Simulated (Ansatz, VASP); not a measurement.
## ScSbS3 in VASP and in Ansatz

```
Sc Sb S
1.0
     4.12147    0.00000    0.00000
    -2.06073    3.56929    0.00000
     0.00000    0.00000    7.94341
Sc Sb S
1 1 3
Direct
  0.33333 0.66667 0.50000
  0.66667 0.33333 0.00000
  0.00000 0.00000 0.79661
  0.00000 0.00000 0.20339
  0.66667 0.33333 0.50000
```

Change from the starting cell: species swapped into the GaNi3As type (P-6m2, No. 187).

Alike in both runs: functional PBE; k mesh 6 × 6 × 4; occupations gaussian, width 0.1 eV; no spin polarisation.

Ansatz relaxed the structure, and its values are those at the end. VASP's run is a single point on that final structure, the one shown.

|  | VASP | Ansatz |
| --- | --- | --- |
| version | VASP 6.6.1 | Ansatz 0.2.0 |
| potentials or method | VASP PAW PBE potentials, release 64 (Sc_sv, Sb, S) | scalar-relativistic, plane waves, PAW |
| plane-wave cutoff (eV) | 520 | 420 |
| valence electrons in the cell | 34 | 44 |

|  | VASP | Ansatz | Ansatz less VASP |
| --- | --- | --- | --- |
| gap on the k mesh at the Fermi level (eV) | 0.43 | 0.43 | +0.001 |
| least direct gap on the mesh (eV) | 0.78 | 0.77 | -0.003 |
| pressure (GPa) | -0.2 | -0.2 | +0.04 |
| rms of the force components (eV/Å) | 0.004 | 0.002 | -0.0020 |

The functional is the same, so the differences come from potentials, cutoffs and numerics. The two sets of potentials don't hold the same shells in valence.

Caveats: spin-orbit coupling is left out, which moves the levels of the heavy elements.
